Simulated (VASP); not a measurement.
The system is Ir.

```
Ir
1.0
     0.00000    1.91560    1.91560
     1.91560    0.00000    1.91560
     1.91560    1.91560    0.00000
Ir
1
Direct
  0.00000 0.00000 0.00000
```

```yaml
Program: VASP 6.6.1
Task: relaxation of cell and atoms
Functional: r2SCAN
Potentials_or_basis: VASP PAW PBE potentials, release 64 (Ir)
Cutoff: 600 eV
k_mesh: 16 × 16 × 16
Occupations: methfessel-paxton, width 0.1 eV
Spin: no spin polarisation
```

At the start: pressure 6.9 GPa; volume 14.06 Å³/atom.

**Question.** Where does the relaxation end?

**Answer.** Over 4 steps the energy falls by 5.2 meV/atom and the volume is 14.31 Å³/atom (+1.8 %); space group Fm-3m (No. 225, to 0.05 Å).

The path:
| step | energy change (eV) | largest force (eV/Å) | pressure (GPa) | volume (Å³) |
| --- | --- | --- | --- | --- |
| 1 | 0.0000 | 0.0000 | 6.87 | 14.06 |
| 2 | 0.0686 | 0.0000 | -21.64 | 15.32 |
| 3 | -0.0052 | 0.0000 | -0.18 | 14.31 |
| 4 | -0.0052 | 0.0000 | 0.00 | 14.31 |

Final structure:
```yaml
crystal:
  lattice:
    - [0.00000, 1.92678, 1.92678]
    - [1.92678, 0.00000, 1.92678]
    - [1.92678, 1.92678, 0.00000]
  atoms:
    - { symbol: Ir, position: [0.00000, 0.00000, 0.00000] }
```

Caveat: the PAW data sets were made with another functional, which shifts forces and pressure a little.
